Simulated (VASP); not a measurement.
Here is the system:

```xyz
3
Lattice="2.8856 0.0000 0.0000 -1.4428 2.4990 0.0000 0.0000 0.0000 3.8757" Properties=species:S:1:pos:R:3 pbc="T T T"
W      1.4428     0.8330     1.9379
N      0.0000     0.0000     3.1759
N      0.0000     0.0000     0.6999
```

Computed with LDA (Ceperley-Alder, Perdew-Zunger), VASP's LDA PAW potentials (set 64) (plane waves; VASP). Numerical set-up: 520 eV cut-off, Gaussian smearing of 0.050 eV, potentials W_sv N.

Unless said otherwise, spin-orbit coupling is left out, though it shifts the bands of the heavy elements here.

Problem. Give the energies of bands 7 to 15 at the high-symmetry points, in eV from the valence-band maximum.

Solution. 
```csv
band,Γ,M,K,A,L,H
7,-11.52,-10.49,-9.50,-5.93,-8.89,-9.16
8,-6.25,-8.77,-8.31,-5.20,-6.83,-7.71
9,-6.25,-5.14,-7.31,-5.20,-6.71,-6.35
10,-2.17,-4.04,-6.21,-4.49,-5.61,-3.85
11,-2.17,-3.19,-1.50,-4.49,-2.08,-3.74
12,-1.33,-2.38,-0.76,-3.38,-1.04,0.00
13,1.26,3.27,1.31,2.47,3.97,1.73
14,1.26,3.50,4.91,2.47,3.99,1.89
15,3.61,5.59,4.93,4.68,4.21,4.33
```

The gap is indirect, 1.21 eV, from the valence maximum at H to the conduction minimum at H-A at 0.22.

The structure comes from a computed database's WN2 entry (P-6m2); how it stands against other phases isn't given here. It was relaxed first.
